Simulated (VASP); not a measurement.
BAs (zinc blende) relaxed at rising pressure, in one space group throughout; other phases were not tried. The pressures are those reached. All values below come from PBE GGA, VASP's PBE PAW potentials (set 64) (plane waves; VASP).

```tsv
P (GPa)	V (Å³/atom)	k-mesh
-0.01	13.966	9×9×9
4.99	13.484	10×10×10
9.98	13.074	10×10×10
19.83	12.413	10×10×10
29.79	11.877	10×10×10
```

A change of mesh leaves a small step in the series.

Fit an equation of state and predict the volume at 44.94 GPa.

Least squares on the third-order Birch-Murnaghan form, P = (3B0/2)(y⁷ − y⁵)[1 + (3/4)(B′ − 4)(y² − 1)] with y = (V0/V)^(1/3), gives V0 = 13.965 Å³/atom, B0 = 133 GPa and B′ = 4.0, and so 11.229 Å³/atom. The run gave 11.228 Å³/atom, -0.0 % from the fit.

Pressures at which the relaxation failed are left out.

The compound is BAs in the zinc blende structure.
